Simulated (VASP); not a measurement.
Here is the system:

```
CELL_PARAMETERS angstrom
      5.21689     0.00000     0.00000
      0.00000     5.21689     0.00000
      0.00000     0.00000     5.21689
ATOMIC_POSITIONS crystal
  Nb 0.25000 0.00000 0.50000
  Nb 0.50000 0.25000 0.00000
  Nb 0.50000 0.75000 0.00000
  Nb 0.75000 0.00000 0.50000
  Nb 0.00000 0.50000 0.75000
  Nb 0.00000 0.50000 0.25000
  Sn 0.50000 0.50000 0.50000
  Sn 0.00000 0.00000 0.00000
```

Computed with LDA (Ceperley-Alder, Perdew-Zunger), VASP's LDA PAW potentials (set 64) (plane waves; VASP). Run with 400 eV cut-off, 7×7×7 Γ-centred mesh, tetrahedra with Blöchl corrections, potentials Nb_sv Sn_d.

The cores are frozen, which limits the accuracy of field gradients.

### Question
Give the principal components of the electric field gradient (V/Å²) and the asymmetry η at each nucleus.

### Answer

```
atom    Vxx    Vyy   Vzz     η
----  -----  -----  ----  ----
Nb1   -36.7  -36.7  73.3  0.00
Nb2   -36.7  -36.7  73.3  0.00
Nb3   -36.7  -36.7  73.3  0.00
Nb4   -36.7  -36.7  73.3  0.00
Nb5   -36.7  -36.7  73.3  0.00
Nb6   -36.7  -36.7  73.3  0.00
Sn7     0.0    0.0   0.0     -
Sn8     0.0    0.0   0.0     -
```

The compound is Nb3Sn in the A15 structure. It was relaxed first.
